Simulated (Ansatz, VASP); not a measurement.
# WSO (2H-WOS, 1 layer): VASP beside Ansatz, part 2 of 2

Aim: how closely do two programs agree when they are given the same cell, functional and k mesh? Of the first pair: The structure shown is the start of the Ansatz relaxation below; VASP solves that cell, so the two are compared at the walk's first step.

VASP 6.6.1 and Ansatz 0.2.0.

So far: Set-up; Ansatz: relaxation, PBE; VASP: single point, PBE, start cell, pair 1.

### Step 4. Comparison

Known differences besides the potentials themselves: the data sets hold 26 valence electrons in Ansatz (on its default PAW (the set named soft_2) files) and 18 in VASP; the cutoff is 420 eV in Ansatz and 520 eV in VASP. Total energies have different zeros and are not compared.

Forces (eV/Å; atoms numbered as in POSCAR):

| atom | Ansatz x, y, z | VASP x, y, z |
| --- | --- | --- |
| S1 | 0.000, 0.000, 3.108 | 0.000, 0.000, 3.191 |
| W2 | 0.000, 0.000, -1.736 | 0.000, 0.000, -1.822 |
| O3 | 0.000, 0.000, -1.372 | 0.000, 0.000, -1.370 |

The forces differ by 40 meV/Å r.m.s., which is 3.0 % of the r.m.s. force of 1.307 eV/Å (both taken over all components). With vacuum in the cell, a pressure given here is an average over mostly empty space and none of the material.

### Step 5. Further runs

Further runs change the set-up of one program: Ansatz's method, potentials or start, or VASP's data sets, cutoff or form of LDA. The table gives that difference for each run.

| run | r.m.s. force difference (meV/Å) |
| --- | --- |
| as above | 40 |
| VASP with the data sets S, W_sv and O | 52 |

### Step 6. Ansatz: relaxation, PBE

This run makes the geometry at which the two programs are then compared.

The structure compared here is the end of the Ansatz relaxation.

input.yaml

```yaml
crystal:
  lattice:
    - [3.052956, 0.0, 0.0]
    - [-1.526478, 2.6439374526, 0.0]
    - [0.0, 0.0, 18.022203858]
  atoms:
    - { symbol: S, position: [0.3333333333, 0.6666666667, 0.4161533217] }
    - { symbol: W, position: [0.0, 0.0, 0.5167050466] }
    - { symbol: O, position: [0.3333333333, 0.6666666667, 0.5838466783] }
kpoints:
  mp_grid: { grid: [12, 12, 1] }
hamiltonian:
  xc: pbe
scf:
  occupations: { method: fermi_dirac, width: 0.05 }
  convergence: { dr2_threshold: 1.0e-08 }
efield:
  axis: 3
  dipole_correction: true
  ramp_position: 0.97
  ramp_width: 0.04
relax:
  f_tol: 0.01
  cell: { fix: [c, alpha, beta] }
output:
  write_potential: true
  write_density: true
  volumetric_format: npy
```

On the command line:

```sh
> ansatz run input.yaml --threads 2 --pin off --max-ram 4096MiB --backend cpu --events-out ev --progress --plain --runs-dir out
```

Numbers of over 12 decimals in the logs are rounded to 6 here.

Output:

```text
[...]
Crystal: 3 atoms, lattice volume = 145.472 Å³
Basis set: ecut = 420 eV, 2821 PW (Γ), exchange–correlation on 48×48×250 points (8 copies of the dense FFT grid, shifted against one another)
[...]
cell:  # Å, volume = 141.0602 Å³
    - [3.006304, 0, 0]
    - [-1.503152, 2.603536, 0]
    - [0, 0, 18.022203858]
  atoms:
    - { symbol: S, position: [0.333333, 0.666667, 0.423551] }
    - { symbol: W, position: [-3.1026769125238106e-19, -3.762796953775371e-17, 0.514245] }
    - { symbol: O, position: [0.333333, 0.666667, 0.578909] }
[key lines of the parts left out:]
SCF converged after 6 iterations
Free energy (F): -11855.677276 eV
Fermi energy:    0.694514 eV
Dipole field:    D = -0.089606 V/Å  (p = -0.069852 e·Å, saw-weighted, corrected)
Work function:   Φ+ = 5.6571 eV   Φ− = 4.0421 eV
P = ⅓ Tr σ = -0.0283 GPa (-0.283 kbar)
```

### Step 7. VASP: single point, PBE, relaxed cell, pair 2

The same cell, functional, mesh and smearing now go to VASP, with its own data sets.

INCAR

```
SYSTEM = WSO
PREC = Accurate
ENCUT = 600
EDIFF = 1E-06
NELM = 120
ISMEAR = -1
SIGMA = 0.05
LREAL = .FALSE.
ALGO = Normal
GGA = PE
NBANDS = 15
LASPH = .TRUE.
LORBIT = 11
LWAVE = .FALSE.
LCHARG = .FALSE.
ISIF = 2
LDIPOL = .TRUE.
IDIPOL = 3
DIPOL = 0.5 0.5 0.506
LVHAR = .TRUE.
GGA_COMPAT = .FALSE.
EFERMI = MIDGAP
NELMDL = -8
```

POSCAR

```
WSO
1.0
    3.0063043799      0.0000000000      0.0000000000
   -1.5031521899      2.6035359645      0.0000000000
    0.0000000000      0.0000000000     18.0222038580
S W O
1 1 1
Direct
    0.3333333333      0.6666666667      0.4235513267
    1.0000000000      0.0000000000      0.5142451273
    0.3333333333      0.6666666667      0.5789085925
```

KPOINTS

```
Automatic mesh
0
Gamma
12 12 1
0 0 0
```

PAW data sets: S, W and O (PBE family, release 64).

On the command line:

```sh
> mpirun -np 1 vasp_std
```

Output:

```text
[... set-up lines as in an earlier step ...]
 entering main loop
       N       E                     dE             d eps       ncg     rms          rms(c)
DAV:   1     0.147032945098E+03    0.14703E+03   -0.73076E+03   570   0.103E+03
DAV:   2    -0.120440253628E+02   -0.15908E+03   -0.14752E+03   904   0.222E+02
DAV:   3    -0.287608744431E+02   -0.16717E+02   -0.16496E+02   801   0.833E+01
DAV:   4    -0.290669803535E+02   -0.30611E+00   -0.30454E+00   746   0.127E+01
[...]
DAV:  27    -0.259145033614E+02   -0.13734E-05   -0.96218E-08   607   0.237E-03    0.968E-04
DAV:  28    -0.259145043707E+02   -0.10093E-05   -0.84478E-08   544   0.183E-03    0.314E-03
DAV:  29    -0.259145046062E+02   -0.23551E-06   -0.15251E-08   614   0.768E-04
   1 F= -.25914505E+02 E0= -.25914505E+02  d E =-.119391E-07
```

Parts of OUTCAR (step 7):

```text
  Total       -0.1800330     -0.1800330     -0.0751740     -0.0000000      0.0000000     -0.0000000
  in kB       -2.0448344     -2.0448344     -0.8538352     -0.0000000      0.0000000     -0.0000000
  external PRESSURE =      -1.6478347 kB  Pullay stress =       0.0000000 kB

 POSITION                                       TOTAL-FORCE (eV/Angst)
 -----------------------------------------------------------------------------------
     -0.00000      1.73569      7.63333        -0.000000      0.000000      0.061786
      0.00000      0.00000      9.26783         0.000000      0.000000     -0.120129
     -0.00000      1.73569     10.43321        -0.000000      0.000000      0.058343
 -----------------------------------------------------------------------------------
    total drift:                                0.000000     -0.000000     -0.000105

  FREE ENERGIE OF THE ION-ELECTRON SYSTEM (eV)
  ---------------------------------------------------
  free  energy   TOTEN  =       -25.9145046062 eV

  energy  without entropy=      -25.9145045942  energy(sigma->0) =      -25.91450460

[... 1 part as in an earlier step ...]

[... 2 further parts left out ...]
[key lines of the parts left out:]
E-fermi :  -1.3615
```

### Step 8. Comparison

What differs besides the data sets and the points named for the pairs above, as far as they apply: the data sets hold 26 valence electrons in Ansatz (on its default PAW (the set named soft_2) files) and 18 in VASP; the cutoff is 420 eV in Ansatz and 600 eV in VASP; Ansatz's pressure holds a Pulay correction, VASP's none. Total energies have different zeros and are not compared.

Compared:

| quantity | Ansatz | VASP | difference |
| --- | --- | --- | --- |
| pressure (GPa) | -0.03 | -0.16 | +0.14 |
| gap on the k mesh (eV) | 1.543 | 1.505 | +0.039 |

Forces (eV/Å; atoms numbered as in POSCAR):

| atom | Ansatz x, y, z | VASP x, y, z |
| --- | --- | --- |
| S1 | 0.000, 0.000, 0.001 | 0.000, 0.000, 0.062 |
| W2 | 0.000, 0.000, -0.002 | 0.000, 0.000, -0.120 |
| O3 | 0.000, 0.000, 0.001 | 0.000, 0.000, 0.058 |

The forces differ by 48 meV/Å r.m.s., where the r.m.s. force is 0.001 eV/Å in Ansatz and 0.049 eV/Å in VASP: the atoms lie near their places of rest in Ansatz, so a percentage would say little (all taken over all components). A gap on the mesh is an upper bound, since the band edges may lie between its points; neither run holds spin-orbit coupling, which can move the band edges of a compound of W. With vacuum in the cell, a pressure given here is an average over mostly empty space and none of the material.

### Step 9. Summary of results

```yaml
r_m_s_force_difference_single_point_pbe_start_cell_pair_1: 3.0 % of the r.m.s. force
r_m_s_force_difference_single_point_pbe_relaxed_cell_pair_2: 48 meV/Å
```

What this shows: The r.m.s. force difference is 48 meV/Å (single point, PBE, relaxed cell, pair 2), beyond the 12 meV/Å picked in this series as the mark of a large difference. The data sets hold unlike numbers of valence electrons (26 in Ansatz and 18 in VASP), so part of the differences comes from the potentials. Single point, PBE, start cell, pair 1, VASP with the data sets S, W_sv and O: r.m.s. force difference goes from 40 to 52 meV/Å. What causes the difference of the single point, PBE, relaxed cell, pair 2 pair stays open here. How closely two codes agree says nothing of how well the functional describes the real material.

[Lines on the potential files, build, host, timing and source positions are cut from VASP's logs without a mark.]

[Logs are printed without paths, hosts, clocks, repeated set-up lines and the standing remarks that a program may print on its own settings, such as how far it seeks lower states.]

[Hosts, paths, dates, database ids (printed as entryN), source tags and the programs' standing remarks are cut or masked in the printed files.]
